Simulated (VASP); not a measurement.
OSZICAR of a VASP run on Pd (fcc):

File OSZICAR:
```
       N       E                     dE             d eps       ncg     rms          rms(c)
DAV:   1     0.209464144249E+02    0.20946E+02   -0.55011E+03  1896   0.109E+03
DAV:   2    -0.254514149253E+02   -0.46398E+02   -0.45088E+02  1987   0.202E+02
DAV:   3    -0.258081152430E+02   -0.35670E+00   -0.35497E+00  2393   0.215E+01
DAV:   4    -0.258096922646E+02   -0.15770E-02   -0.15767E-02  2397   0.121E+00
DAV:   5    -0.258097037476E+02   -0.11483E-04   -0.11482E-04  2373   0.785E-02    0.903E+00
DAV:   6    -0.224493451933E+02    0.33604E+01   -0.70696E+00  1947   0.252E+01    0.416E+00
DAV:   7    -0.226613267468E+02   -0.21198E+00   -0.87831E-01  2032   0.653E+00    0.259E+00
DAV:   8    -0.226589576127E+02    0.23691E-02   -0.30537E-02  1962   0.133E+00    0.277E-01
DAV:   9    -0.226644364437E+02   -0.54788E-02   -0.65475E-03  2205   0.705E-01    0.963E-02
DAV:  10    -0.226645648439E+02   -0.12840E-03   -0.50715E-04  2245   0.218E-01    0.361E-02
DAV:  11    -0.226646164363E+02   -0.51592E-04   -0.31405E-04  2713   0.134E-01    0.380E-02
DAV:  12    -0.226646299559E+02   -0.13520E-04   -0.44553E-05  1979   0.702E-02    0.162E-02
DAV:  13    -0.226646372915E+02   -0.73356E-05   -0.27078E-05  2029   0.422E-02    0.214E-03
DAV:  14    -0.226646393914E+02   -0.21000E-05   -0.33732E-06  2053   0.131E-02    0.142E-03
DAV:  15    -0.226646393699E+02    0.21574E-07   -0.22844E-07  1088   0.486E-03
   1 F= -.22664639E+02 E0= -.22664202E+02  d E =-.226646E+02
       N       E                     dE             d eps       ncg     rms          rms(c)
DAV:   1    -0.227080301210E+02   -0.43391E-01   -0.86276E-01  1932   0.105E+01    0.141E+00
DAV:   2    -0.226610658943E+02    0.46964E-01   -0.28178E-01  1927   0.444E+00    0.357E-01
DAV:   3    -0.226636291485E+02   -0.25633E-02   -0.61818E-03  2098   0.559E-01    0.274E-01
DAV:   4    -0.226638072842E+02   -0.17814E-03   -0.11753E-02  2277   0.662E-01    0.167E-01
DAV:   5    -0.226638967717E+02   -0.89487E-04   -0.29064E-03  1958   0.431E-01    0.293E-02
DAV:   6    -0.226638873425E+02    0.94291E-05   -0.84081E-05  2150   0.847E-02    0.180E-02
DAV:   7    -0.226639067523E+02   -0.19410E-04   -0.60017E-05  2073   0.797E-02    0.432E-03
DAV:   8    -0.226639086909E+02   -0.19386E-05   -0.76794E-06  2022   0.296E-02    0.216E-03
DAV:   9    -0.226639093484E+02   -0.65754E-06   -0.25276E-07  1194   0.544E-03
   2 F= -.22663909E+02 E0= -.22663464E+02  d E =0.730021E-03
       N       E                     dE             d eps       ncg     rms          rms(c)
DAV:   1    -0.226822312568E+02   -0.18323E-01   -0.33301E-01  1921   0.652E+00    0.901E-01
DAV:   2    -0.226640625099E+02    0.18169E-01   -0.10737E-01  1914   0.282E+00    0.199E-01
DAV:   3    -0.226649037495E+02   -0.84124E-03   -0.24029E-03  2043   0.354E-01    0.151E-01
DAV:   4    -0.226650323318E+02   -0.12858E-03   -0.43771E-03  2301   0.400E-01    0.101E-01
DAV:   5    -0.226650578868E+02   -0.25555E-04   -0.10914E-03  1935   0.264E-01    0.187E-02
DAV:   6    -0.226650544075E+02    0.34793E-05   -0.30326E-05  2133   0.548E-02    0.125E-02
DAV:   7    -0.226650596608E+02   -0.52533E-05   -0.15395E-05  2043   0.408E-02    0.225E-03
DAV:   8    -0.226650598650E+02   -0.20419E-06   -0.29407E-07  1487   0.596E-03
   3 F= -.22665060E+02 E0= -.22664618E+02  d E =-.420495E-03
```

Question: Which electronic solver shows in the log?

Answer: It is blocked Davidson (ALGO = Normal, or the opening steps of other solvers). The INCAR had ALGO = Normal.

Question: Can the final energy be trusted as converged?

Answer: The calculation finished and met its thresholds. It stopped with EDIFF = 1E-6, NELM = 100, NSW = 60 and EDIFFG = -0.01 after 3 ionic steps (r2SCAN+rVV10, plane waves, VASP's PBE PAW potentials (set 64)).

The compound is Pd in the fcc structure. This run relaxes it. Symmetry was kept, so distortions that lower it aren't found.
